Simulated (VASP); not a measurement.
# TbO3 (P6_3/m) in VASP: further runs

One crystal, TbO3, is run at these levels: RPBE; tasks: single point.

Program: VASP 6.6.1. These are calculated values, not measurements. Logs are shortened: lines on timing, memory, paths and dates and some standing lists are left out, and cuts for length are marked.

## 1. The structure

The structure is hexagonal, space group P6_3/m (No. 176). The conventional cell has a = 6.553 Å, b = 6.553 Å, c = 3.448 Å, α = 90.00°, β = 90.00°, γ = 120.00°. Tb (site symmetry -6) is surrounded by 9 O at 2.32 to 2.42 Å. O (site symmetry m) is surrounded by 2 O at 2.29 Å and 3 Tb at 2.32 to 2.42 Å.

The cell comes from a database or a generator and needn't be the stable form of this composition.

## 2. Single point, RPBE, collinear spin, ferromagnetic start

INCAR reads:

```
PREC = Accurate
ENCUT = 600
EDIFF = 1E-7
ISMEAR = 0
SIGMA = 0.02
LREAL = False
LASPH = True
NELM = 120
ALGO = Fast
ISIF = 2
LWAVE = False
LCHARG = False
ISPIN = 2
MAGMOM = 6 6 0 0 0 0 0 0
LORBIT = 11
LMAXMIX = 6
GGA = RP
```

KPOINTS reads:

```
regular mesh
0
Gamma
  5 5 8
```

POSCAR reads:

```
TbO3
1.0
    6.5532419787      0.0000000000      0.0000000000
   -3.2766209894      5.6752740307      0.0000000000
    0.0000000000      0.0000000000      3.4477990000
Tb O
2 6
Direct
    0.3333333333      0.6666666667      0.7500000000
    0.6666666667      0.3333333333      0.2500000000
    0.6319670100      0.0585490000      0.7500000000
    0.3680329900      0.9414510000      0.2500000000
    0.9414510000      0.5734180100      0.7500000000
    0.0585490000      0.4265819900      0.2500000000
    0.4265819900      0.3680329900      0.7500000000
    0.5734180100      0.6319670100      0.2500000000
```

Potentials or basis: VASP PAW PBE potentials, release 64 (Tb_3, O), 4f in core.

Started as:

```sh
> cat potpaw_PBE.64/Tb_3/POTCAR potpaw_PBE.64/O/POTCAR > POTCAR
> mpirun -np 1 vasp_std > vasp.out
```

OUTCAR:

```text
PREC = Accurate
   ENCUT = 600
   EDIFF = 1E-7
   ISMEAR = 0
   LREAL = False
   LASPH = True
   NELM = 120
   ISIF = 2
   ISPIN = 2
   LORBIT = 11
   GGA = RP

 ion  position               nearest neighbor table
   1  0.333  0.667  0.750-   5 2.32   3 2.32   7 2.32   4 2.42   4 2.42   6 2.42   6 2.42   8 2.42
                             8 2.42
   2  0.667  0.333  0.250-   6 2.32   4 2.32   8 2.32   3 2.42   3 2.42   5 2.42   5 2.42   7 2.42
                             7 2.42
   3  0.632  0.059  0.750-   1 2.32   2 2.42   2 2.42
   4  0.368  0.941  0.250-   2 2.32   1 2.42   1 2.42
   5  0.941  0.573  0.750-   1 2.32   2 2.42   2 2.42
   6  0.059  0.427  0.250-   2 2.32   1 2.42   1 2.42
   7  0.427  0.368  0.750-   1 2.32   2 2.42   2 2.42
   8  0.573  0.632  0.250-   2 2.32   1 2.42   1 2.42

  LATTYP: Found a hexagonal cell.
 ALAT       =     6.5532419787
 C/A-ratio  =     0.5261211186

  Lattice vectors:

 A1 = (   6.5532419787,   0.0000000000,   0.0000000000)
 A2 = (  -3.2766209894,   5.6752740307,   0.0000000000)
 A3 = (   0.0000000000,   0.0000000000,   3.4477990000)

Analysis of symmetry for initial positions (statically):
=====================================================================
 Subroutine PRICEL returns:
 Original cell was already a primitive cell.

 Routine SETGRP: Setting up the symmetry group for a
 hexagonal supercell.

 Subroutine GETGRP returns: Found 12 space group operations
 (whereof  6 operations were pure point group operations)
 out of a pool of 24 trial point group operations.

The static configuration has the point symmetry S_6 .
 The point group associated with its full space group is C_6h.

Analysis of symmetry for dynamics (positions and initial velocities):
=====================================================================
 Subroutine PRICEL returns:
 Original cell was already a primitive cell.

 Routine SETGRP: Setting up the symmetry group for a
 hexagonal supercell.

 Subroutine GETGRP returns: Found 12 space group operations
 (whereof  6 operations were pure point group operations)
 out of a pool of 24 trial point group operations.

The dynamic configuration has the point symmetry S_6 .
 The point group associated with its full space group is C_6h.

Analysis of structural, dynamic, and magnetic symmetry:
=====================================================================
 Subroutine PRICEL returns:
 Original cell was already a primitive cell.

 Routine SETGRP: Setting up the symmetry group for a
 hexagonal supercell.

 Subroutine GETGRP returns: Found 12 space group operations
 (whereof  6 operations were pure point group operations)
 out of a pool of 24 trial point group operations.

The overall configuration has the point symmetry S_6 .
 The point group associated with its full space group is C_6h.

 Subroutine INISYM returns: Found 12 space group operations
 (whereof  6 operations are pure point group operations),
 and found     1 'primitive' translations

----------------------------------------------------------------------------------------

                                     Primitive cell

  volume of cell :     128.2286

  direct lattice vectors                    reciprocal lattice vectors
     6.553241979  0.000000000  0.000000000     0.152596227  0.088101473  0.000000000
    -3.276620989  5.675274031  0.000000000     0.000000000  0.176202945  0.000000000
     0.000000000  0.000000000  3.447799000     0.000000000  0.000000000  0.290040110

  length of vectors
     6.553241979  6.553241979  3.447799000     0.176202945  0.176202945  0.290040110

  position of ions in fractional coordinates (direct lattice)
     0.333333333  0.666666667  0.750000000
     0.666666667  0.333333333  0.250000000
     0.631967010  0.058549000  0.750000000
     0.368032990  0.941451000  0.250000000
     0.941451000  0.573418010  0.750000000
     0.058549000  0.426581990  0.250000000
     0.426581990  0.368032990  0.750000000
     0.573418010  0.631967010  0.250000000

  ion indices of the primitive-cell ions
   primitive index   ion index
                 1           1
                 2           2
                 3           3
                 4           4
                 5           5
                 6           6
                 7           7
                 8           8

[... 54 lines left out ...]
   total plane-waves  NPLWV =  81648
   dimension x,y,z NGX =    54 NGY =   54 NGZ =   28
   dimension x,y,z NGXF=   108 NGYF=  108 NGZF=   56
   ions per type =               2   6
   NGX,Y,Z   is equivalent  to a cutoff of  13.70, 13.70, 13.50 a.u.
   NGXF,Y,Z  is equivalent  to a cutoff of  27.40, 27.40, 27.00 a.u.
 SYSTEM =  unknown system
   PREC   = accura    normal or accurate (medium, high low for compatibility)
   ISTART =      0    job   : 0-new  1-cont  2-samecut
   ICHARG =      2    charge: 1-file 2-atom 10-const
   ISPIN  =      2    spin polarized calculation?
   LNONCOLLINEAR =      F non collinear calculations
   LSORBIT =      F    spin-orbit coupling
   LASPH  =      T    aspherical Exc in radial PAW
   ENCUT  =  600.0 eV  44.10 Ry    6.64 a.u.  13.09 13.09  6.89*2*pi/ulx,y,z
   NELM   =    120;   NELMIN=  2; NELMDL= -5     # of ELM steps
   EDIFF  = 0.1E-06   stopping-criterion for ELM
   LREAL  =      F    real-space projection
   EDIFFG = 0.1E-05   stopping-criterion for IOM
   NSW    =      0    number of steps for IOM
   IBRION =     -1    ionic relax: 0-MD 1-quasi-New 2-CG
   NFREE  =      0    steps in history (QN), initial steepest desc. (CG)
   ISIF   =      2    stress and relaxation
   ISYM   =      2    0-nonsym 1-usesym 2-fastsym
   POTIM  = 0.5000    time-step for ionic-motion
   TEBEG  =    0.0;   TEEND  =   0.0 temperature during run
   PSTRESS=    0.0 pullay stress
   NELECT =      54.0000    total number of electrons
   NUPDOWN=      -1.0000    fix difference up-down
   EMIN   =  10.00;   EMAX   =-10.00  energy-range for DOS
   EFERMI =   0.00;   METHOD = LEGACY
   ISMEAR =     0;   SIGMA  =   0.02  broadening in eV -4-tet -1-fermi 0-gaus
   EFERMI_NEDOS =   21; number of points for ismear=-14 and -15
   IALGO  =     68    algorithm
   IMIX   =      4    mixing-type and parameters
     AMIX     =   0.40;   BMIX     =  1.00
     AMIX_MAG =   1.60;   BMIX_MAG =  1.00
  volume/ion in A,a.u.               =      16.03       108.17
  Fermi-wavevector in a.u.,A,eV,Ry     =   1.227094  2.318871 20.487097  1.505759
  Thomas-Fermi vector in A             =   2.362070
   LORBIT       =     11    0 simple, 1 ext, 2 COOP (PROOUT), +10 PAW based schemes
   GGA     = RP    functional components
   LHFCALC =     F    Hartree Fock is set to
   AEXX    =    0.0000 exact exchange contribution
   IVDW    =     0    specifies the selected vdW correction
   LEPSILON=     F    determine dielectric tensor
   LRPA    =     F    only Hartree local field effects (RPA)
 spin polarized calculation
 RMM-DIIS sequential band-by-band and
 Gauss-broadening in eV      SIGMA  =   0.02
  energy-cutoff  :      600.00
  volume of cell :      128.23
 maximum number of plane-waves:      4300
 NGX is ok and might be reduce to    54
   NGX = 27   NGY = 27   NGZ = 13

 number of electron      54.0000000 magnetization      12.0000000

 number of electron      53.9999990 magnetization       6.0000608

 Free energy of the ion-electron system (eV)
  ---------------------------------------------------
  ext. energy  EPLUGINS =         0.00000000
  ---------------------------------------------------
  free energy    TOTEN  =       -48.53366829 eV

  energy without entropy =      -48.53366829  energy(sigma->0) =      -48.53366829

 E-fermi :  -0.2415     XC(G=0):  -8.8608

 val. band max:       -0.3791724138   @ k =   0.4000   0.2000   0.0000
 cond. band min:      -0.1278238819   @ k =   0.4000   0.2000   0.1250
 fundamental gap:      0.2513485320
 Fermi energy:        -0.2415491399

 spin component 1

 k-point     1 :       0.0000    0.0000    0.0000
  band No.  band energies     occupation
      1     -21.2970      1.00000
      2     -21.2970      1.00000
      3     -20.3704      1.00000
      4     -20.3704      1.00000
      5     -20.0761      1.00000
      6     -20.0087      1.00000
[... 973 lines left out ...]
     37       8.8642      0.00000
     38       8.9318      0.00000

 [... further k-points ...]

 spin component 2

 k-point     1 :       0.0000    0.0000    0.0000
  band No.  band energies     occupation
      1     -20.9906      1.00000
      2     -20.9906      1.00000
      3     -20.3403      1.00000
      4     -20.3403      1.00000
      5     -20.0784      1.00000
      6     -20.0172      1.00000
[... 973 lines left out ...]
     37       9.1006      0.00000
     38       9.2366      0.00000

 [... further k-points ...]
[... 5 lines left out ...]
  --------------------------------------------------------------------------------------
  -------------------------------------------------------------------------------------
  Total        2.2576265      2.2576265      2.2979633      0.0000268      0.0000000     -0.0000000
  in kB       28.2083513     28.2083513     28.7123462      0.0003343      0.0000000     -0.0000000
  external PRESSURE =      28.3763496 kB  Pullay stress =       0.0000000 kB

 VOLUME and BASIS-vectors are now :
 -----------------------------------------------------------------------------
  energy-cutoff  :      600.00
  volume of cell :      128.23
      direct lattice vectors                 reciprocal lattice vectors
     6.553241979  0.000000000  0.000000000     0.152596227  0.088101473  0.000000000
    -3.276620989  5.675274031  0.000000000     0.000000000  0.176202945  0.000000000
     0.000000000  0.000000000  3.447799000     0.000000000  0.000000000  0.290040110

 POSITION                                       TOTAL-FORCE (eV/Angst)
 -----------------------------------------------------------------------------------
     -0.00000      3.78352      2.58585         0.000000     -0.000000      0.000000
      3.27662      1.89176      0.86195         0.000000     -0.000000      0.000000
      3.94959      0.33228      2.58585         0.150600     -0.060359     -0.000000
     -0.67297      5.34299      0.86195        -0.150600      0.060359      0.000000
      4.29068      3.25430      2.58585        -0.023027      0.160603     -0.000000
     -1.01406      2.42097      0.86195         0.023027     -0.160603      0.000000
      1.58959      2.08869      2.58585        -0.127572     -0.100244     -0.000000
      1.68703      3.58659      0.86195         0.127572      0.100244      0.000000
 -----------------------------------------------------------------------------------
    total drift:                               -0.000001      0.000000     -0.000000

  FREE ENERGIE OF THE ION-ELECTRON SYSTEM (eV)
  ---------------------------------------------------
  free  energy   TOTEN  =       -48.5336682949 eV

  energy  without entropy=      -48.5336682949  energy(sigma->0) =      -48.53366829

 total charge

# of ion       s       p       d       tot
------------------------------------------
    1        0.265   6.618   1.223   8.105
    2        0.265   6.618   1.223   8.105
    3        1.598   3.247   0.000   4.844
    4        1.598   3.247   0.000   4.844
    5        1.598   3.247   0.000   4.844
    6        1.598   3.247   0.000   4.844
    7        1.598   3.247   0.000   4.844
    8        1.598   3.247   0.000   4.844
--------------------------------------------------
tot         10.116  32.716   2.445  45.277

 magnetization (x)

# of ion       s       p       d       tot
------------------------------------------
    1       -0.011   0.004  -0.025  -0.033
    2       -0.011   0.004  -0.025  -0.033
    3        0.013   0.829   0.000   0.842
    4        0.013   0.829   0.000   0.842
    5        0.013   0.829   0.000   0.842
    6        0.013   0.829   0.000   0.842
    7        0.013   0.829   0.000   0.842
    8        0.013   0.829   0.000   0.842
--------------------------------------------------
tot          0.053   4.982  -0.050   4.985
```

Run time: 4.3 min. Hardware: 1 thread of AMD EPYC 9R45 (Zen 5), shared host; peak memory 0.42 GiB.

What came out:

- Free energy: -48.5337 eV
- Pressure: 2.8 GPa
- Largest force: 0.162 eV/Å
- Band gap on the k mesh: 0.25 eV, indirect (least direct gap 0.31 eV)
- Net moment: 6.00 μB per cell
- Site moments: Tb -0.03; O +0.84 μB
- Valence electrons inside the program's atomic spheres: Tb 8.11; O 4.84

Forces in eV/Å, atoms in the order of the input:
```
Tb   0.000  0.000  0.000
Tb   0.000  0.000  0.000
O    0.151 -0.060  0.000
O   -0.151  0.060  0.000
O   -0.023  0.161  0.000
O    0.023 -0.161  0.000
O   -0.128 -0.100  0.000
O    0.128  0.100  0.000
```

Levels at points of the mesh, in eV from the valence-band top:
Spin up:
| k point | band 28 | band 29 | band 30 | band 31 | band 32 | band 33 |
| --- | --- | --- | --- | --- | --- | --- |
| (0.00, 0.00, 0.00) | -1.23 | -1.23 | -0.59 | 5.81 | 6.80 | 7.37 |
| (0.00, 0.00, 0.50) | -0.75 | -0.75 | -0.75 | 8.14 | 8.14 | 8.14 |
Spin down:
| k point | band 22 | band 23 | band 24 | band 25 | band 26 | band 27 |
| --- | --- | --- | --- | --- | --- | --- |
| (0.00, 0.00, 0.00) | -0.87 | -0.11 | -0.11 | 0.38 | 0.38 | 0.50 |
| (0.00, 0.00, 0.50) | -1.44 | -1.11 | -1.11 | 1.02 | 1.02 | 1.39 |

Caveat: the magnetic or orbital state may not be the lowest; the PAW data sets were made with another functional, which shifts forces and pressure a little; spin-orbit coupling is left out, which moves the levels of the heavy elements; an odd mesh through Γ misses points on the zone boundary, where band edges often lie; the 4f electrons are frozen in the core as for a trivalent ion, so they carry no moment and show no levels.

## 3. Single point, RPBE, collinear spin, ferromagnetic start

run.py reads:

```python
from ase.calculators.vasp import Vasp
from ase.dft.bandgap import bandgap
from ase.io import read

atoms = read('TbO3.cif', primitive_cell=True, subtrans_included=False)
atoms.set_initial_magnetic_moments([6.0, 6.0, 0.0, 0.0, 0.0, 0.0, 0.0, 0.0])
calc = Vasp(
    directory='calc',
    xc='rpbe',
    pp='PBE',
    setups={'base': 'minimal', 'Tb': '_3'},
    prec='Accurate',
    encut=600,
    ediff=1e-06,
    ismear=0,
    sigma=0.02,
    lreal=False,
    lasph=True,
    nelm=150,
    algo='Normal',
    isif=2,
    lwave=False,
    lcharg=False,
    ispin=2,
    lorbit=11,
    lmaxmix=6,
    kpts=[5, 5, 8],
    gamma=True,
)
atoms.calc = calc

print('energy (eV):', atoms.get_potential_energy())
print('free energy (eV):', atoms.get_potential_energy(force_consistent=True))
print('forces (eV/A):')
print(atoms.get_forces())
print('stress (eV/A^3, Voigt):', atoms.get_stress())
print('Fermi level (eV):', calc.get_fermi_level())
print('moment (muB):', atoms.get_magnetic_moment())
print('site moments (muB):', atoms.get_magnetic_moments())
gap, top, bottom = bandgap(calc)
print('band gap (eV):', gap, 'from (spin, k, band)', top, 'to', bottom)
```

TbO3.cif reads:

```cif
data_TbO3
_cell_length_a 6.55324198
_cell_length_b 6.55324198
_cell_length_c 3.44779900
_cell_angle_alpha 90.00000000
_cell_angle_beta 90.00000000
_cell_angle_gamma 120.00000000
_space_group_name_H-M_alt 'P6_3/m'
_space_group_name_Hall '-P 6c'
_space_group_IT_number 176
loop_
_space_group_symop_operation_xyz
'x,y,z'
'-x,-y,-z'
'x-y,x,z+1/2'
'-x+y,-x,-z+1/2'
'-y,x-y,z'
'y,-x+y,-z'
'-x,-y,z+1/2'
'x,y,-z+1/2'
'-x+y,-x,z'
'x-y,x,-z'
'y,-x+y,z+1/2'
'-y,x-y,-z+1/2'
loop_
_atom_site_label
_atom_site_type_symbol
_atom_site_symmetry_multiplicity
_atom_site_Wyckoff_symbol
_atom_site_fract_x
_atom_site_fract_y
_atom_site_fract_z
_atom_site_occupancy
Tb1 Tb 2 d 0.3333333333 0.6666666667 0.7500000000 1
O1 O 6 h 0.6319670099 0.0585489999 0.7500000000 1
```

Potentials or basis: VASP PAW PBE potentials, release 64 (Tb_3, O), 4f in core.

Started as:

```sh
> python run.py
```

Run time: 3.8 min. Hardware: 1 thread of AMD EPYC 9R45 (Zen 5), shared host; peak memory 0.42 GiB.

Results (log left out):

```yaml
Free_energy: -48.5337 eV
Pressure: 2.8 GPa
Largest_force: 0.162 eV/Å
Band_gap_on_the_k_mesh: 0.25 eV, indirect (least direct gap 0.31 eV)
Net_moment: 6.00 μB per cell
Site_moments: Tb -0.03; O +0.84 μB
Valence_electrons_inside_the_program's_atomic_spheres: Tb 8.11; O 4.84
```

Forces in eV/Å, atoms in the order of the input:
```
Tb   0.000  0.000  0.000
Tb   0.000  0.000  0.000
O    0.150 -0.060  0.000
O   -0.150  0.060  0.000
O    0.128  0.100  0.000
O   -0.128 -0.100  0.000
O   -0.023  0.160  0.000
O    0.023 -0.160  0.000
```

Levels at points of the mesh, in eV from the valence-band top:
Spin up:
| k point | band 28 | band 29 | band 30 | band 31 | band 32 | band 33 |
| --- | --- | --- | --- | --- | --- | --- |
| (0.00, 0.00, 0.00) | -1.23 | -1.23 | -0.59 | 5.81 | 6.80 | 7.37 |
| (0.00, 0.00, 0.50) | -0.75 | -0.75 | -0.75 | 8.14 | 8.14 | 8.14 |
Spin down:
```
           k point  band 20  band 21  band 22  band 23  band 24  band 25  band 26  band 27  band 28  band 29
(0.00, 0.00, 0.00)    -1.28    -1.28    -0.87    -0.11    -0.11     0.38     0.38     0.50     0.50     0.77
(0.00, 0.00, 0.50)    -1.44    -1.44    -1.44    -1.11    -1.11     1.02     1.02     1.39     1.39     1.39
```

Caveat: the magnetic or orbital state may not be the lowest; the PAW data sets were made with another functional, which shifts forces and pressure a little; spin-orbit coupling is left out, which moves the levels of the heavy elements; an odd mesh through Γ misses points on the zone boundary, where band edges often lie; the 4f electrons are frozen in the core as for a trivalent ion, so they carry no moment and show no levels. RPBE gaps usually lie below the measured ones, often by a third to a half.
